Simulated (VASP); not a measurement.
Here is the system:

```yaml
crystal:
  lattice:
    - [0.00000, 1.97090, 1.97090]
    - [1.97090, 0.00000, 1.97090]
    - [1.97090, 1.97090, 0.00000]
  atoms:
    - { symbol: Pt, position: [0.00000, 0.00000, 0.00000] }
```

The numbers are results of PBE GGA, VASP's PBE PAW potentials (set 64) (plane waves; VASP), not measurements. Settings: 480 eV cut-off, 14×14×14 Γ-centred mesh, first-order Methfessel-Paxton smearing of 0.10 eV, potentials Pt.

Unless said otherwise, spin-orbit coupling is left out, though it shifts the bands of the heavy elements here.

Task: What does the run give for the energy per atom (σ→0), pressure, band gap (on the k-mesh) with the smallest direct gap where there is one?

Result: 
* **band gap (on the k-mesh)**: none (metal, semimetal or under 0.01 eV)
* **energy per atom (σ→0)**: -6.101 eV/atom
* **pressure**: 4.93 GPa

The absolute energy has meaning only against runs of the same code, potentials and settings.

The compound is Pt in the fcc structure. It was relaxed first under an external pressure of 5 GPa.
